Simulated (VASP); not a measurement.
Computed with r2SCAN meta-GGA, VASP's PBE PAW potentials (set 64) (plane waves; VASP 6.6.1).

The input files of a VASP run:

POSCAR:
```
Os
1
    1.3706562515    -2.3740459106     0.0000000000
    1.3706562515     2.3740459106    -0.0000000000
   -0.0000000000    -0.0000000000     4.3168772348
Os
2
Direct
  0.3333330000   0.6666670000   0.2500000000
  0.6666670000   0.3333330000   0.7500000000
```

### INCAR
```
NSW = 30
ENCUT = 400   ! plane-wave cut-off (eV)
ALGO = Normal   ! blocked Davidson
METAGGA = R2SCAN
SIGMA = 0.1
EDIFFG = -0.001
NELM = 100
SYSTEM = Os
ISMEAR = 1
LREAL = .False.   ! projection in real space or not
LWAVE = .False.
LCHARG = .False.
LMAXMIX = 6   ! l cut-off of mixed one-centre charges
ISIF = 2
EDIFF = 1E-8   ! SCF stop (eV)
LASPH = .True.   ! aspherical one-centre terms
IBRION = 1   ! quasi-Newton
LMIXTAU = .True.
PREC = Accurate
```

KPOINTS:
```
Automatic mesh
0
Gamma
14 14 8
0 0 0
```

POTCAR, in this order: Os (PBE.64 set). Program: vasp_std.

Unless said otherwise, spin-orbit coupling is left out, though it shifts the bands of the heavy elements here.

**Question.** Estimate the energy per atom (σ→0), band gap (on the k-mesh).

**Answer.** 
The energy per atom (σ→0) comes out as -53.000 eV/atom and the band gap (on the k-mesh) is none (metal, semimetal or under 0.01 eV).

**OSZICAR**
```
...
DAV:  16    -0.105999634948E+03    0.30895E-05   -0.36651E-07  2904   0.667E-03    0.120E-03
DAV:  17    -0.105999637433E+03   -0.24846E-05   -0.23057E-07  2900   0.433E-03    0.246E-04
DAV:  18    -0.105999635439E+03    0.19932E-05   -0.15057E-08  1692   0.129E-03    0.227E-04
DAV:  19    -0.105999635978E+03   -0.53866E-06   -0.24441E-09  1464   0.724E-04    0.401E-04
DAV:  20    -0.105999635716E+03    0.26222E-06   -0.11577E-09  1464   0.387E-04    0.482E-05
DAV:  21    -0.105999635770E+03   -0.54658E-07   -0.29707E-10  1460   0.225E-04    0.731E-05
DAV:  22    -0.105999635761E+03    0.94278E-08   -0.65695E-11  1460   0.830E-05
   1 F= -.10599964E+03 E0= -.10599918E+03  d E =-.106000E+03
```

The compound is Os in the hcp structure. It was relaxed first. The start is the result of an earlier pass.
